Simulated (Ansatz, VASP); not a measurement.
# Cross-check of SrZrSeO2 between VASP and Ansatz, part 2 of 2

Wanted: the spread between two codes on one cell, functional and k mesh. The cell is generated by rule, not measured, and may not be a known phase. The two relaxations start from unlike cells of this crystal (the structure described is Ansatz's start), so only their ends are compared.

VASP 6.6.1 and Ansatz 0.2.0.

So far: Starting point; Ansatz: relaxation of cell and atoms, PBEsol.

## (3) VASP: relaxation of cell and atoms, PBEsol

Level of this step: PBEsol; plane waves and PAW (Sr_sv, Zr_sv, O, Se); invented cell (VASP).

Its own start cell and the same functional, mesh and smearing now go to VASP, with its own data sets.

Lines of VASP's logs that name or quote its potential files are left out, and so is its time.

INCAR reads:

```
SYSTEM = SrZrSeO2
PREC = Accurate
ENCUT = 600
EDIFF = 1E-07
NELM = 120
ISMEAR = 1
SIGMA = 0.2
LREAL = .FALSE.
ALGO = Normal
GGA = PS
NBANDS = 50
LASPH = .TRUE.
LORBIT = 11
LWAVE = .FALSE.
LCHARG = .FALSE.
ISIF = 3
IBRION = 2
NSW = 80
EDIFFG = -0.005
GGA_COMPAT = .FALSE.
NELMIN = 4
KPAR = 2
```

POSCAR reads:

```
SrZrSeO2
1.0
    0.0000000000      3.7290891499      0.0000000000
    0.0000000000      0.0000000000      3.7290891499
   13.1733345752      0.0000000000      0.0000000000
Sr Zr O Se
2 2 4 2
Direct
    0.0000000000      0.0000000000      0.5000000000
    0.0000000000      0.0000000000      0.0000000000
    0.5000000000      0.5000000000      0.2500000000
    0.5000000000      0.5000000000      0.7500000000
    0.0000000000      0.5000000000      0.1123364822
    0.0000000000      0.5000000000      0.3876635178
    0.5000000000      0.0000000000      0.8876635178
    0.5000000000      0.0000000000      0.6123364822
    0.0000000000      0.0000000000      0.2500000000
    0.0000000000      0.0000000000      0.7500000000
```

KPOINTS reads:

```
Automatic mesh
0
Gamma
8 8 4
0 0 0
```

Potentials, in the order of the species: Sr_sv, Zr_sv, O and Se (PBE family, release 64).

Launch:

```sh
$ mpirun -np 2 vasp_std
```

Numbers of over 12 decimals in the logs are rounded to 6 here.

The log of the run:

```text
[banner, memory and clock lines left out]
running    2 mpi-ranks, on    1 nodes
 distrk:  each k-point on    1 cores,    2 groups
 distr:  one band on    1 cores,    1 groups

 POSCAR found type information on POSCAR SrZrO Se
 POSCAR found :  4 types and      10 ions
|                                                                             |
|               ----> ADVICE to this user running VASP <----                  |
|                                                                             |
|     You enforced a specific xc type in the INCAR file but a different       |
|     [... a line on the potential file left out ...]
|     I HOPE YOU KNOW WHAT YOU ARE DOING!                                     |
|                                                                             |

 LDA part: xc-table for (Slater+PW92), standard interpolation
 POSCAR, INCAR and KPOINTS ok, starting setup
 FFT: planning ... GRIDC
 FFT: planning ... GRID_SOFT
 FFT: planning ... GRID
 WAVECAR not read
 entering main loop
       N       E                     dE             d eps       ncg     rms          rms(c)
DAV:   1     0.699644238381E+03    0.69964E+03   -0.44735E+04  4500   0.171E+03
DAV:   2    -0.152536077179E+02   -0.71490E+03   -0.68783E+03  5472   0.402E+02
DAV:   3    -0.794217137643E+02   -0.64168E+02   -0.63227E+02  6376   0.107E+02
DAV:   4    -0.828037359255E+02   -0.33820E+01   -0.33737E+01  7150   0.211E+01
DAV:   5    -0.829627004162E+02   -0.15896E+00   -0.15894E+00  6152   0.347E+00    0.392E+01
DAV:   6    -0.674433482916E+02    0.15519E+02   -0.88630E+01  5426   0.392E+01    0.324E+01
DAV:   7    -0.665916462465E+02    0.85170E+00   -0.15753E+01  5726   0.165E+01    0.165E+01
DAV:   8    -0.666434480428E+02   -0.51802E-01   -0.43628E+00  6284   0.893E+00    0.519E+00
DAV:   9    -0.662802628725E+02    0.36319E+00   -0.16028E+00  5604   0.529E+00    0.213E+00
DAV:  10    -0.662763918992E+02    0.38710E-02   -0.17392E-01  5964   0.197E+00    0.806E-01
DAV:  11    -0.662678132059E+02    0.85787E-02   -0.27852E-02  6302   0.820E-01    0.163E-01
DAV:  12    -0.662687136880E+02   -0.90048E-03   -0.37824E-03  6248   0.251E-01    0.101E-01
DAV:  13    -0.662689972740E+02   -0.28359E-03   -0.11308E-03  5940   0.151E-01    0.872E-02
DAV:  14    -0.662689099948E+02    0.87279E-04   -0.40136E-04  5710   0.977E-02    0.145E-02
DAV:  15    -0.662689152927E+02   -0.52978E-05   -0.30936E-05  6190   0.238E-02    0.577E-03
DAV:  16    -0.662689191819E+02   -0.38893E-05   -0.69246E-06  5462   0.998E-03    0.283E-03
DAV:  17    -0.662689191669E+02    0.15001E-07   -0.83557E-07  5604   0.379E-03
   1 F= -.66268919E+02 E0= -.66270591E+02  d E =-.662689E+02
[...]
2 F= -.66269048E+02 E0= -.66270697E+02  d E =-.129199E-03
[...]
3 F= -.66269060E+02 E0= -.66270700E+02  d E =-.140580E-03
 curvature:  -0.69 expect dE=-0.372E-04 dE for cont linesearch -0.618E-08
 trial: gam= 0.25933 g(F)=  0.519E-07 g(S)=  0.539E-04 ort = 0.135E-05 (trialstep = 0.108E+01)
 search vector abs. value=  0.683E-04
 bond charge predicted
       N       E                     dE             d eps       ncg     rms          rms(c)
DAV:   1    -0.662693702294E+02   -0.31043E-03   -0.12271E-02  4510   0.597E-01    0.149E-01
DAV:   2    -0.662691924477E+02    0.17778E-03   -0.12819E-03  6000   0.167E-01    0.815E-02
DAV:   3    -0.662691037129E+02    0.88735E-04   -0.40393E-04  6012   0.103E-01    0.447E-02
DAV:   4    -0.662690707102E+02    0.33003E-04   -0.91259E-05  5766   0.424E-02    0.256E-02
DAV:   5    -0.662690731140E+02   -0.24039E-05   -0.11638E-05  6814   0.107E-02    0.136E-02
DAV:   6    -0.662690752780E+02   -0.21640E-05   -0.40989E-06  8316   0.742E-03    0.358E-03
DAV:   7    -0.662690757839E+02   -0.50585E-06   -0.55216E-07  5138   0.332E-03    0.929E-04
DAV:   8    -0.662690757775E+02    0.63328E-08   -0.45198E-08  2492   0.102E-03
   4 F= -.66269076E+02 E0= -.66270717E+02  d E =-.160309E-04
 trial-energy change:   -0.000016  1 .order   -0.000016   -0.000058    0.000027
 step:   0.7353(harm=  0.7353)  dis= 0.00003  next Energy=   -66.269080 (dE=-0.200E-04)
 reached required accuracy - stopping structural energy minimisation
```

Parts of OUTCAR (step 3):

```text
ion  position               nearest neighbor table
   1  0.000  0.000  0.500-   6 2.38   8 2.38   6 2.38   8 2.38   9 3.29  10 3.29   3 4.22   4 4.22
                             3 4.22   3 4.22   4 4.22   4 4.22   3 4.22   4 4.22
   2  0.000  0.000  0.000-   5 2.38   7 2.38   5 2.38   7 2.38   9 3.29  10 3.29   3 4.22   4 4.22
                             3 4.22   3 4.22   4 4.22   4 4.22   3 4.22   4 4.22
   3  0.500  0.500  0.250-   5 2.60   6 2.60   5 2.60   6 2.60   9 2.64   9 2.64   9 2.64   9 2.64
                             1 4.22   2 4.22   1 4.22   1 4.22   2 4.22   1 4.22   2 4.22   2 4.22
   4  0.500  0.500  0.750-   7 2.60   8 2.60   7 2.60   8 2.60  10 2.64  10 2.64  10 2.64  10 2.64
                             1 4.22   1 4.22   1 4.22   2 4.22   2 4.22   1 4.22   2 4.22   2 4.22
   5  0.000  0.500  0.112-   2 2.38   2 2.38   3 2.60   3 2.60
   6  0.000  0.500  0.388-   1 2.38   1 2.38   3 2.60   3 2.60
   7  0.500  0.000  0.888-   2 2.38   2 2.38   4 2.60   4 2.60
   8  0.500  0.000  0.612-   1 2.38   1 2.38   4 2.60   4 2.60
   9  0.000  0.000  0.250-   3 2.64   3 2.64   3 2.64   3 2.64   1 3.29   2 3.29
  10  0.000  0.000  0.750-   4 2.64   4 2.64   4 2.64   4 2.64   1 3.29   2 3.29

  LATTYP: Found a simple tetragonal cell.
 ALAT       =     3.7290891499
 C/A-ratio  =     3.5325877301

 Subroutine GETGRP returns: Found 16 space group operations
 (whereof  8 operations were pure point group operations)

The static configuration has the point symmetry D_2d.
 The point group associated with its full space group is D_4h.

 Found     45 irreducible k-points:

   k-points           NKPTS =     45   k-points in BZ     NKDIM =     45   number of bands    NBANDS=     50

   dimension x,y,z NGX =    30 NGY =   30 NGZ =  108
   dimension x,y,z NGXF=    60 NGYF=   60 NGZF=  216

   ENCUT  =  600.0 eV  44.10 Ry    6.64 a.u.   7.45  7.45 26.31*2*pi/ulx,y,z

   NELECT =      80.0000    total number of electrons

 k-points in reciprocal lattice and weights: Automatic mesh
   0.00000000  0.00000000  0.00000000       0.004
   0.12500000  0.00000000  0.00000000       0.016
   0.25000000  0.00000000  0.00000000       0.016
   0.37500000  0.00000000  0.00000000       0.016
   0.50000000  0.00000000  0.00000000       0.008
   0.12500000  0.12500000  0.00000000       0.016
   0.25000000  0.12500000  0.00000000       0.031
   0.37500000  0.12500000  0.00000000       0.031
   0.50000000  0.12500000  0.00000000       0.016
[...]
0.50000000  0.37500000  0.50000000       0.016
   0.50000000  0.50000000  0.50000000       0.004

 average (electrostatic) potential at core
       1 -34.3524       2 -34.3524       3 -79.8832       4 -79.8832       5 -69.5210
       6 -69.5210       7 -69.5210       8 -69.5210       9 -53.8604      10 -53.8604

 E-fermi :   4.7359

 k-point     1 :       0.0000    0.0000    0.0000
  band No.  band energies     occupation
    ...
     38       3.8446      2.00000
     39       4.0714      2.00003
     40       4.1989      2.00097
     41       4.5033      2.06965
     42       4.5033      2.06965
     43       5.1762     -0.00791
     44       5.1778     -0.00767
     45       5.4530     -0.00000
     46       6.0901     -0.00000
     47       6.5291     -0.00000
    ...

 k-point     2 :       0.1250    0.0000    0.0000
  band No.  band energies     occupation
    ...
     38       3.9372      2.00000
     39       4.0822      2.00004
     40       4.1827      2.00065
     41       4.3019      2.00887
     42       4.5599      2.01569
     43       5.8074     -0.00000
     44       6.2420     -0.00000
     45       6.3276     -0.00000
     46       6.4800     -0.00000
     47       6.5929     -0.00000
    ...

 k-point     3 :       0.2500    0.0000    0.0000
  band No.  band energies     occupation
    ...
     36       2.6123      2.00000
     37       3.5945      2.00000
     38       3.9352      2.00000
     39       3.9675      2.00000
     40       4.4496      2.06110
     41       4.8145      0.38850
     42       5.2003     -0.00495
     43       6.3536     -0.00000
     44       6.3568     -0.00000
     45       6.8885     -0.00000
    ...

  Total        0.0055150      0.0345245      0.0345245      0.0000000      0.0000000      0.0000000
  in kB        0.0482101      0.3017987      0.3017987      0.0000000      0.0000000      0.0000000
  external PRESSURE =       0.2172692 kB  Pullay stress =       0.0000000 kB

  energy-cutoff  :      600.00
  volume of cell :      183.28
      direct lattice vectors                 reciprocal lattice vectors
     0.000000000  3.727118103  0.000000000     0.000000000  0.268303813  0.000000000
     0.000000000  0.000000000  3.727118103     0.000000000  0.000000000  0.268303813
    13.193939318  0.000000000 -0.000000000     0.075792375  0.000000000 -0.000000000

 POSITION                                       TOTAL-FORCE (eV/Angst)
 -----------------------------------------------------------------------------------
      6.59697      0.00000      3.72712         0.000000     -0.000000     -0.000000
     13.19394      3.72712      3.72712         0.000000     -0.000000      0.000000
      3.29848      1.86356      1.86356         0.000000      0.000000      0.000000
      9.89545      1.86356      1.86356         0.000000      0.000000     -0.000000
      1.48233      0.00000      1.86356         0.000286     -0.000000     -0.000000
      5.11464      3.72712      1.86356        -0.000286     -0.000000      0.000000
     11.71161      1.86356     -0.00000        -0.000286     -0.000000      0.000000
      8.07930      1.86356     -0.00000         0.000286     -0.000000     -0.000000
      3.29848      0.00000      3.72712         0.000000     -0.000000      0.000000
      9.89545      0.00000      3.72712         0.000000     -0.000000      0.000000
 -----------------------------------------------------------------------------------
    total drift:                                0.000000      0.000000      0.000000

  FREE ENERGIE OF THE ION-ELECTRON SYSTEM (eV)
  ---------------------------------------------------
  free  energy   TOTEN  =       -66.2690757775 eV

  energy  without entropy=      -66.2740001883  energy(sigma->0) =      -66.27071725

 reached required accuracy - stopping structural energy minimisation

 total charge
# of ion       s       p       d       tot
------------------------------------------
    1        2.023   5.769   0.312   8.104
    2        2.023   5.769   0.312   8.104
    3        2.132   5.974   1.497   9.603
    4        2.132   5.974   1.497   9.603
    5        1.569   3.345   0.000   4.914
    6        1.569   3.345   0.000   4.914
    7        1.569   3.345   0.000   4.914
    8        1.569   3.345   0.000   4.914
    9        1.475   2.403   0.066   3.944
   10        1.475   2.403   0.066   3.944
--------------------------------------------------
tot         17.535  41.670   3.751  62.956

[... 3 further parts left out ...]
```

CONTCAR:

```
SrZrSeO2
   1.00000000000000
     0.0000000000000000    3.7271181029937330    0.0000000000000000
     0.0000000000000000    0.0000000000000000    3.7271181029937330
    13.1939393179653131    0.0000000000000000   -0.0000000000000000
  Sr              Zr              O               Se
     2     2     4     2
Direct
     0.0000000000000000    1.0000000000000000    0.5000000000000000
     1.0000000000000000    1.0000000000000000    1.0000000000000000
     0.5000000000000000    0.5000000000000000    0.2500000000000000
     0.5000000000000000    0.5000000000000000    0.7500000000000000
     0.0000000000000000    0.5000000000000000    0.1123491152251637
     1.0000000000000000    0.5000000000000000    0.3876508847748363
     0.5000000000000000    0.0000000000000000    0.8876508847748363
     0.5000000000000000    0.0000000000000000    0.6123491152251637
     0.0000000000000000    1.0000000000000000    0.2500000000000000
     0.0000000000000000    1.0000000000000000    0.7500000000000000
```

The run keeps the 16 symmetry operations of its start, so it cannot find a distortion of lower symmetry.

## (4) Differences

Known differences besides the potentials themselves: the data sets hold 100 valence electrons in Ansatz (on its default PAW (the set named soft_2) files) and 80 in VASP; the cutoff is 420 eV in Ansatz and 600 eV in VASP; Ansatz makes its cores anew for this functional, VASP keeps those of its PBE data sets; Ansatz adds a Pulay correction to the stress that steers its cell, VASP none. Total energies have different zeros and are not compared.

The two programs side by side:

```tsv
quantity	Ansatz	VASP	difference
volume (Å³)	182.65	183.28	-0.34 %
edge a after relaxation, in the typed setting (Å)	3.724	3.727	-0.08 %
edge c after relaxation, in the typed setting (Å)	13.171	13.194	-0.18 %
```

## (5) Results

```
difference in volume (relaxation of cell and atoms, PBEsol) : -0.34 %
```

The difference in volume is -0.34 % (relaxation of cell and atoms, PBEsol), within the 1.2 % picked in this series as the mark of a large difference, as far as the stopping tolerances let one tell. The data sets hold unlike numbers of valence electrons (100 in Ansatz and 80 in VASP), so part of the differences comes from the potentials. How closely two codes agree says nothing of how well the functional describes the real material.

[Lines on the potential files, build, host, timing and source positions are cut from VASP's logs without a mark.]

[Logs are printed without paths, hosts, clocks, repeated set-up lines and the standing remarks that a program may print on its own settings, such as how far it seeks lower states.]

[Hosts, paths, dates, database ids (printed as entryN), source tags and the programs' standing remarks are cut or masked in the printed files.]
